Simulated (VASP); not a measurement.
Consider the following.

```
ZrB2
1.0
    1.55727    -2.69727     0.00000
    1.55727     2.69727     0.00000
    0.00000     0.00000     3.47102
Zr B
1 2
Direct
  0.00000   0.00000   0.00000
  0.33333   0.66667   0.50000
  0.66667   0.33333   0.50000
```

These are LDA (Ceperley-Alder, Perdew-Zunger), VASP's LDA PAW potentials (set 64) (plane waves; VASP 6.6.1) values and carry that method's errors. Settings: 620 eV cut-off, 11×11×9 Γ-centred mesh, first-order Methfessel-Paxton smearing of 0.10 eV, potentials Zr_sv B.

Problem. The ions, cell shape and volume at an external pressure of 10.0 GPa are relaxed. Which structure does the run end with?

Solution. 
```
ZrB2
1.0
    1.54938    -2.68361     0.00000
    1.54938     2.68361     0.00000
    0.00000     0.00000     3.44637
Zr B
1 2
Direct
  0.00000   0.00000   0.00000
  0.33333   0.66667   0.50000
  0.66667   0.33333   0.50000
```
Space group P6/mmm (191), at a tolerance of 0.03 Å.

Problem. How do energy and volume change from the first to the last step?

Solution. The energy (σ→0) changes by +7.8 meV/atom and the volume by -1.7 %, in 5 ionic steps.

```
step  E(σ→0) (eV)  max force (eV/Å)  pressure (GPa)  volume (Å³)
----  -----------  ----------------  --------------  -----------
1        -27.4782             0.000            5.07        29.16
2        -27.3890             0.000           18.37        27.91
3        -27.4554             0.000            9.99        28.67
4        -27.4548             0.000           10.05        28.66
5        -27.4548             0.000           10.06        28.66
```

The compound is ZrB2 in the AlB2 type structure. This run relaxes it under an external pressure of 10 GPa. Symmetry was kept, so distortions that lower it aren't found.
